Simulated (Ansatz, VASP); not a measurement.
# Cross-check of C (Diamond) between VASP and Ansatz

One calculation is typed for both programs; each brings its own data sets. How far apart do they land? The cell is taken from a series of runs on this material, whose earlier steps may have relaxed, scaled, displaced or heated it; both programs get it as it stands.

Calculated with Ansatz 0.2.0; plane waves, with VASP 6.6.1 beside it; zone-centre phonons at LDA.

## 1. Set-up

Symmetry: Fd-3m, No. 227, cubic system. The conventional cell has a = 3.531 Å, b = 3.531 Å, c = 3.531 Å, α = 90.00°, β = 90.00°, γ = 90.00°. Nearest to C lie 4 C at 1.53 Å.

As a file:

```cif
data_structure
_symmetry_space_group_name_H-M 'Fd-3m:1'
_symmetry_Int_Tables_number 227
_cell_length_a 3.5315
_cell_length_b 3.5315
_cell_length_c 3.5315
_cell_angle_alpha 90.000
_cell_angle_beta 90.000
_cell_angle_gamma 90.000
_cell_volume 44.04
loop_
_atom_site_label
_atom_site_type_symbol
_atom_site_symmetry_multiplicity
_atom_site_Wyckoff_symbol
_atom_site_fract_x
_atom_site_fract_y
_atom_site_fract_z
_atom_site_occupancy
C1 C 8 a 0.50000 0.00000 0.50000 1
```

## 2. VASP: zone-centre phonons, LDA

Second derivatives magnify differences that forces hide, and they need a tight electronic threshold.

Lines of VASP's logs that name or quote its potential files are left out, and so is its time.

Contents of INCAR:

```
SYSTEM = C
PREC = Accurate
ENCUT = 600
EDIFF = 1E-08
NELM = 120
ISMEAR = -1
SIGMA = 0.03
LREAL = .FALSE.
ALGO = Normal
GGA = CA
NELECT = 7.993394
NBANDS = 9
LORBIT = 11
LWAVE = .FALSE.
LCHARG = .FALSE.
ISIF = 2
IBRION = 8
LASPH = .TRUE.
GGA_COMPAT = .FALSE.
KPAR = 2
```

Contents of POSCAR:

```
C
1.0
    0.0000000000      1.7657332855      1.7657332855
    1.7657332855      0.0000000000      1.7657332855
    1.7657332855      1.7657332855      0.0000000000
C
2
Direct
    0.5000000000      0.5000000000      0.5000000000
    0.7500000000      0.7500000000      0.7500000000
```

Contents of KPOINTS:

```
Automatic mesh
0
Gamma
42 42 42
0 0 0
```

Potentials, in the order of the species: C (LDA family, release 64).

Run with:

```sh
> mpirun -np 2 vasp_std
```

Numbers of over 12 decimals in the logs are rounded to 6 here.

Output:

```text
[banner, memory and clock lines left out]
running    2 mpi-ranks, on    1 nodes
 distrk:  each k-point on    1 cores,    2 groups
 distr:  one band on    1 cores,    1 groups

 POSCAR found type information on POSCAR C
 POSCAR found :  1 types and       2 ions
 LDA part: xc-table for (Slater(with rela. corr.)+CA(PZ))
 , standard interpolation
 POSCAR, INCAR and KPOINTS ok, starting setup
 FFT: planning ... GRIDC
 FFT: planning ... GRID_SOFT
 FFT: planning ... GRID
 WAVECAR not read
 entering main loop
       N       E                     dE             d eps       ncg     rms          rms(c)
DAV:   1    -0.225137347183E+00   -0.22514E+00   -0.46211E+03 35812   0.826E+02
DAV:   2    -0.208823848454E+02   -0.20657E+02   -0.19885E+02 50542   0.133E+02
DAV:   3    -0.211748489690E+02   -0.29246E+00   -0.29141E+00 39599   0.145E+01
DAV:   4    -0.211754915682E+02   -0.64260E-03   -0.64256E-03 44710   0.741E-01
DAV:   5    -0.211754921547E+02   -0.58644E-06   -0.58629E-06 39107   0.189E-02BRMIX: very serious problems
 the old and the new charge density differ
 old charge density:     8.00000 new    7.99339
BRMIX: very serious problems
 the old and the new charge density differ
 old charge density:     8.00000 new    7.99339
    0.587E+00
DAV:   6    -0.205407063002E+02    0.63479E+00   -0.41236E-01 35691   0.496E+00    0.341E+00
DAV:   7    -0.203188526943E+02    0.22185E+00   -0.47997E-01 37605   0.536E+00    0.755E-01
DAV:   8    -0.203185140600E+02    0.33863E-03   -0.75921E-03 37351   0.845E-01    0.308E-02
DAV:   9    -0.203185016107E+02    0.12449E-04   -0.37658E-05 38694   0.551E-02    0.228E-02
DAV:  10    -0.203185029854E+02   -0.13748E-05   -0.14768E-06 38809   0.118E-02    0.377E-03
DAV:  11    -0.203185029246E+02    0.60831E-07   -0.58930E-08 42365   0.210E-03    0.413E-04
DAV:  12    -0.203185029104E+02    0.14257E-07   -0.64839E-10 23037   0.288E-04    0.101E-04
DAV:  13    -0.203185029089E+02    0.14947E-08   -0.30009E-11 20310   0.611E-05
   1 F= -.20318503E+02 E0= -.20318425E+02  d E =-.155889E-03
 Linear response reoptimize wavefunctions to high precision
DAV:   1    -0.203185029084E+02    0.46123E-09   -0.11071E-12 21612   0.126E-05
DAV:   2    -0.203185029084E+02    0.20464E-11   -0.15067E-13 19838   0.298E-06
 Linear response DOF=           1
 Linear response progress:
  Degree of freedom:   1/  1
       N       E                     dE             d eps       ncg     rms          rms(c)
RMM:   1    -0.119591547068E+00   -0.11959E+00   -0.17085E-02433871   0.230E+00
RMM:   2    -0.111092768810E+00    0.84988E-02   -0.24037E-03282562   0.448E-01    0.208E-01
RMM:   3    -0.111272138157E+00   -0.17937E-03   -0.31341E-04278606   0.145E-01    0.113E-01
RMM:   4    -0.112221493908E+00   -0.94936E-03   -0.34106E-04278206   0.148E-01    0.140E-02
RMM:   5    -0.112174879999E+00    0.46614E-04   -0.50090E-06299807   0.166E-02    0.108E-03
RMM:   6    -0.112176267506E+00   -0.13875E-05   -0.15639E-07295937   0.125E-03    0.497E-04
RMM:   7    -0.112173622845E+00    0.26447E-05   -0.13541E-08305929   0.502E-04    0.669E-05
RMM:   8    -0.112173992604E+00   -0.36976E-06    0.29422E-09309082   0.219E-04    0.155E-05
RMM:   9    -0.112173754918E+00    0.23769E-06   -0.30970E-10318718   0.181E-04    0.165E-06
RMM:  10    -0.112173760987E+00   -0.60691E-08   -0.17096E-08308288   0.164E-04    0.343E-07
 first order change of Fermi-energy   0.30970E-04
 force on displaced ion       1 direction 1 : -32.676   0.000   0.000
 Linear response finished
```

From OUTCAR (step 2):

```text
NELECT = 7.993394

 ion  position               nearest neighbor table
   1  0.500  0.500  0.500-   2 1.53   2 1.53   2 1.53   2 1.53
   2  0.750  0.750  0.750-   1 1.53   1 1.53   1 1.53   1 1.53

  LATTYP: Found a face centered cubic cell.
 ALAT       =     3.5314665710

 Subroutine GETGRP returns: Found 48 space group operations
 (whereof 24 operations were pure point group operations)

The static configuration has the point symmetry T_d .
 The point group associated with its full space group is O_h .

 Found   1903 irreducible k-points:

   k-points           NKPTS =   1903   k-points in BZ     NKDIM =   1903   number of bands    NBANDS=      9

   dimension x,y,z NGX =    20 NGY =   20 NGZ =   20
   dimension x,y,z NGXF=    40 NGYF=   40 NGZF=   40

   ENCUT  =  600.0 eV  44.10 Ry    6.64 a.u.   4.99  4.99  4.99*2*pi/ulx,y,z

 k-points in reciprocal lattice and weights: Automatic mesh
   0.00000000  0.00000000  0.00000000       0.000
   0.02380952  0.00000000  0.00000000       0.000
   0.04761905  0.00000000  0.00000000       0.000
   0.07142857  0.00000000  0.00000000       0.000
   0.09523810  0.00000000  0.00000000       0.000
   0.11904762  0.00000000  0.00000000       0.000
   0.14285714  0.00000000  0.00000000       0.000
   0.16666667  0.00000000  0.00000000       0.000
   0.19047619  0.00000000  0.00000000       0.000
[...]
-0.26190476  0.47619048  0.23809524       0.000
  -0.26190476  0.50000000  0.23809524       0.000

 average (electrostatic) potential at core
       1 -49.0823       2 -49.0823

  Total       -0.0333338     -0.0333338     -0.0333338      0.0000000      0.0000000      0.0000000
  in kB       -4.8505395     -4.8505395     -4.8505395      0.0000000      0.0000000      0.0000000
  external PRESSURE =      -4.8505395 kB  Pullay stress =       0.0000000 kB

  energy-cutoff  :      600.00
  volume of cell :       11.01
      direct lattice vectors                 reciprocal lattice vectors
     0.000000000  1.765733286  1.765733286    -0.283168474  0.283168474  0.283168474
     1.765733286  0.000000000  1.765733286     0.283168474 -0.283168474  0.283168474
     1.765733286  1.765733286  0.000000000     0.283168474  0.283168474 -0.283168474

 POSITION                                       TOTAL-FORCE (eV/Angst)
 -----------------------------------------------------------------------------------
      1.76573      1.76573      1.76573         0.000000      0.000000      0.000000
      2.64860      2.64860      2.64860        -0.000000     -0.000000     -0.000000
 -----------------------------------------------------------------------------------
    total drift:                                0.000000     -0.000000      0.000000

 Eigenvectors and eigenvalues of the dynamical matrix
 ----------------------------------------------------

   1 f  =   36.465962 THz   229.122394 2PiTHz 1216.373550 cm-1   150.811032 meV
             X         Y         Z           dx          dy          dz
      1.765733  1.765733  1.765733     0.088924    0.164038    0.682044
      2.648600  2.648600  2.648600    -0.088924   -0.164038   -0.682044

   2 f  =   36.465962 THz   229.122394 2PiTHz 1216.373550 cm-1   150.811032 meV
             X         Y         Z           dx          dy          dz
      1.765733  1.765733  1.765733     0.597242   -0.378326    0.013123
      2.648600  2.648600  2.648600    -0.597242    0.378326   -0.013123

   3 f  =   36.465962 THz   229.122394 2PiTHz 1216.373550 cm-1   150.811032 meV
             X         Y         Z           dx          dy          dz
      1.765733  1.765733  1.765733    -0.367961   -0.574423    0.186128
      2.648600  2.648600  2.648600     0.367961    0.574423   -0.186128

   4 f  =    0.000000 THz     0.000002 2PiTHz    0.000010 cm-1     0.000001 meV
             X         Y         Z           dx          dy          dz
      1.765733  1.765733  1.765733    -0.521121   -0.417907    0.231921
      2.648600  2.648600  2.648600    -0.521121   -0.417907    0.231921

   5 f/i=    0.000000 THz     0.000002 2PiTHz    0.000008 cm-1     0.000001 meV
             X         Y         Z           dx          dy          dz
      1.765733  1.765733  1.765733     0.417907   -0.231921    0.521121
      2.648600  2.648600  2.648600     0.417907   -0.231921    0.521121

   6 f/i=    0.000000 THz     0.000003 2PiTHz    0.000016 cm-1     0.000002 meV
             X         Y         Z           dx          dy          dz
      1.765733  1.765733  1.765733    -0.231921    0.521121    0.417907
      2.648600  2.648600  2.648600    -0.231921    0.521121    0.417907

 ELASTIC MODULI CONTR FROM IONIC RELAXATION (kBar)
 Direction    XX          YY          ZZ          XY          YZ          ZX
 --------------------------------------------------------------------------------
 XX          -0.0000     -0.0000     -0.0000     -0.0000      0.0000     -0.0000
 YY          -0.0000     -0.0000     -0.0000     -0.0000     -0.0000      0.0000
 ZZ          -0.0000     -0.0000     -0.0000      0.0000     -0.0000     -0.0000
 XY          -0.0000     -0.0000      0.0000    -85.1341      0.0000     -0.0000
 YZ           0.0000     -0.0000     -0.0000      0.0000    -85.1341     -0.0000
 ZX          -0.0000      0.0000     -0.0000     -0.0000     -0.0000    -85.1341
 --------------------------------------------------------------------------------
```

## 3. Ansatz: zone-centre phonons, LDA

Ansatz runs on its PAW soft_1 files.

The same cell, functional (in two slightly different forms), mesh and smearing now go to Ansatz, which takes its cutoff from its data sets.

Contents of input.yaml:

```yaml
crystal:
  lattice:
    - [0.0, 1.7657332855, 1.7657332855]
    - [1.7657332855, 0.0, 1.7657332855]
    - [1.7657332855, 1.7657332855, 0.0]
  atoms:
    - { symbol: C, position: [0.5, 0.5, 0.5] }
    - { symbol: C, position: [0.75, 0.75, 0.75] }
total_charge: 0.006606
kpoints:
  mp_grid: { grid: [42, 42, 42] }
hamiltonian:
  xc: lda
  pseudopotentials: { kind: paw, azcp: { folder: soft_1 }, xc_functional: pbe }
scf:
  occupations: { method: fermi_dirac, width: 0.03 }
output:
  eigenvalues: true
phonons:
  method: dfpt
```

Run with:

```sh
> ansatz run input.yaml --threads 4 --pin off --max-ram 16384MiB --backend cpu --events-out ev --progress --plain --runs-dir out
```

Output:

```text
zone centre: on kpoints.mp_grid the ground state, and the responses unless they are solved on pairs of k-points, stand on 5214 of the mesh's 74088 k-points, reduced under 8 symmetry operations, with k and −k counted as one. Each operation leaves every solved displacement unchanged or reverses it
Engine: ansatz 0.2.0, x86_64-unknown-linux-gnu
Pseudopotentials: kind: paw
Pseudopotential: C, paw, valence charge 4, recommended cutoff 420 eV (normal), soft_1/C.paw.azcp
Functional definition: SPW92
  exchange = slater_x
  correlation = pw_c
Crystal: 2 atoms, lattice volume = 11.010 Å³
Basis set: ecut = 420 eV, 181 PW (Γ), exchange–correlation on 40×40×40 points (8 copies of the dense FFT grid, shifted against one another)
Bands: 8, of which v1, the nominal top of the filled ones, is band 4 counted from 1 (3 counted from 0)
Symmetry: 48 space group operations
k-points: 5214 of 74088 (irreducible under 8 space group operations, time reversal used)
Non-local potential: C, projectors of the file, l = 0: 2, l = 1: 2, l = 2: 1
PAW form: soft (Blöchl's): semilocal exchange-correlation on the pseudo side does not see the compensation charge
PAW frozen core: C, regenerated for the run's functional, and the local potential with it (the file was generated under x = pbe(κ = 0.804, μ = 0.219515), c = pbe(β = 0.066725))
PAW one-centre angular grid: C, 110 points (default); XC on 64 Gauss nodes
Initial density: superposition of atomic densities (chi_scale 0.1, normalization cell)
Initial wavefunctions: pseudopotential atomic-orbital guess
Functional: x = slater, c = lda
SCF iter   1: F=—  HF=-486.808199 eV  |F-HF|=—  |Δ(HF+E_count)|=         —  Δρ=1.47e-1  dr2=1.68e0  ethr=3.10e-3  ⟨swp⟩=4.8  Hψ=269441  notcnv=0
preconditioner: auto → none  [metal: Δε(μ)=0.007 eV  Ē_g=19.986 eV  σ=0.030 eV  W_gap=0.06  n_scr=0 (ndim 8)  ℏωp=31.6 eV  f_vac=0.000  D(μ)=0.06/eV (n_scr^D=0)]
SCF iter   2: F=—  HF=-486.185870 eV  |F-HF|=—  |Δ(HF+E_count)|=   6.22e-1  Δρ=6.07e-2  dr2=2.74e-1  ethr=3.10e-3  ⟨swp⟩=2.8  Hψ=121628  notcnv=0
SCF iter   3: F=—  HF=-486.079727 eV  |F-HF|=—  |Δ(HF+E_count)|=   1.06e-1  Δρ=3.81e-3  dr2=5.13e-4  ethr=3.10e-3  ⟨swp⟩=2.3  Hψ=82469  notcnv=0
SCF iter   4: F=—  HF=-486.079885 eV  |F-HF|=—  |Δ(HF+E_count)|=   1.58e-4  Δρ=1.48e-4  dr2=8.83e-7  ethr=6.42e-6  ⟨swp⟩=2.8  Hψ=76169  notcnv=0
SCF iter   5: F=—  HF=-486.079886 eV  |F-HF|=—  |Δ(HF+E_count)|=   8.63e-7  Δρ=1.97e-5  dr2=9.98e-9  ethr=1.11e-8  ⟨swp⟩=1.9  Hψ=55241  notcnv=0
SCF iter   6: F=-486.079886 eV  HF=-486.079886 eV  |F-HF|=1.14e-12  |Δ(HF+E_count)|=   5.37e-9  Δρ=2.95e-7  dr2=2.46e-12  ethr=1.00e-12  ⟨swp⟩=5.1  Hψ=193271  notcnv=0
SCF 1 converged in 6 iterations: F = -486.079886 eV  dr2 = 2.46e-12
  greatest PAW one-centre occupation: 0.643 electrons in one spin orbital (limit 2), on the C atom at site 1 (counted from 0), in its partial waves of l = 0
DFPT response loops at Γ: preconditioner auto → Kerker (q_TF=auto, 2.586 Å⁻¹) (partly filled bands, converged f_vac=0.000); β = 1.00, the filter's whole step (`scf.mixing.beta` (0.50) is not read by the response loops under this deck's `scf.mixing.preconditioner`; to damp them name `kerker` or `kerker_dos`, under which they read `scf.mixing.beta`, and type it under 1.00, their step now; both keys bind the ground state too); Broyden in place of MSR1
SCF converged after 6 iterations
Free energy (F): -486.079886 eV
Harris-Foulkes:  -486.079886 eV  (|F-HF|=1.14e-12)
Internal energy: -486.079731 eV  (E = F + TS)
E sigma→0 (E₀):  -486.079808 eV
Entropy (-TS):   -0.000155 eV (-0.078 meV/atom)
Fermi energy:    13.450695 eV
--- Per-component energies (eV) ---
  E_band       = 36.231763
  E_kinetic    = 181.407503
  E_local      = -109.735262  (includes V_loc(G=0)·N_el)
  E_nonlocal   = 48.005488
  E_hartree    = 25.787851
  E_xc         = -95.111404
  E_vxc        = -117.799663  (∫ρ·V_xc dr)
  E_paw        = -185.122697  (= ΣΔE_a)
  E_vpaw       = -17.222042  (= ΣTr[D̂ρ^β])
  E_aug_tail   = 0.000038  (compensation charges beyond the density's cutoff)
  E_ewald      = -351.436914
  E_core_change = 0.125665  (= ΣΔE_core)
  E_smearing   = -0.000155  (= −TS)
  E_closure    = -0.000000  (closes the sum)
  E_deformation_potential = 0.146811  (in the stress; not in F)
  Σ components = -486.079886   (vs F -486.079886, Δ=0.00e0)
--- Band table (eV; the first three rows and the last of 5214) ---
  k-point 0: bands = ["-8.1010", "13.6342", "13.6342", "13.6342", "19.2601", "19.2601", "19.2601", "27.7932"]
  k-point 1: bands = ["-8.0851", "13.5161", "13.6039", "13.6039", "19.2984", "19.2984", "19.3354", "27.8018"]
  k-point 2: bands = ["-8.0371", "13.1853", "13.5171", "13.5171", "19.4100", "19.4100", "19.5447", "27.8288"]
  k-point 5213: bands = ["1.6765", "1.6765", "5.0253", "5.0253", "24.1202", "24.1202", "26.4211", "26.4211"]
--- Phonons (Γ-DFPT): 1 representative perturbation + reference, on 5214 of 74088 k-points (Σ response iterations 3) ---
  k mesh reduced under 8 symmetry operations, with k and −k counted as one. Each operation leaves every solved displacement unchanged or reverses it
  ASR residual: 2.139e-5 → 0.000e0 eV/Å²; symmetrization residual: 1.227e-13 eV/Å²
  ASR residual per site (eV/Å²): 2.14e-5 2.14e-5
  Γ frequencies (cm⁻¹): 0.00 0.00 0.00 1209.02 1209.02 1209.02
  non-analytic LO–TO correction: not included (Born effective charges unavailable; polar crystals: no LO–TO splitting at Γ)
```

The column dr2 measures how far the density is from self-consistency, as an energy; F and HF (Harris–Foulkes) agree once it is small.

## 4. Side by side

Known differences besides the potentials themselves: the two LDA forms differ slightly; the cutoff is 420 eV in Ansatz and 600 eV in VASP; VASP's log shows a relativistic correction to its local exchange, Ansatz's none. Total energies have different zeros and are not compared.

Compared:

```
                  quantity  Ansatz    VASP  difference
optical mode 1 to 3 (cm⁻¹)  1209.0  1216.4     -0.60 %
```

Modes are paired by rising frequency, not by their patterns, so a pair may set unlike modes beside each other; they are those without the splitting of longitudinal modes. The cell carries a charge of +0.006606 e against a uniform background, so its pressure also hangs on how the neutralising background is counted, and in a defect's cell a gap may be the spacing between its levels.

## 5. What came out

| Quantity | Value |
| --- | --- |
| r.m.s. difference of the optical zone-centre modes, each program's sorted by frequency (zone-centre phonons, LDA) | 7.4 cm⁻¹ |
| difference in optical mode 1 to 3 (zone-centre phonons, LDA) | -0.6 % |

In words: The r.m.s. difference of the optical zone-centre modes, each program's sorted by frequency is 7.4 cm⁻¹ (zone-centre phonons, LDA). Among the rows given in per cent, the largest difference of the zone-centre phonons, LDA pair is in optical mode 1 to 3, -0.6 %. How closely two codes agree says nothing of how well the functional describes the real material.

[Lines on the potential files, build, host, timing and source positions are cut from VASP's logs without a mark.]

[Logs are printed without paths, hosts, clocks, repeated set-up lines and the standing remarks that a program may print on its own settings, such as how far it seeks lower states.]

[Hosts, paths, dates, database ids (printed as entryN), source tags and the programs' standing remarks are cut or masked in the printed files.]
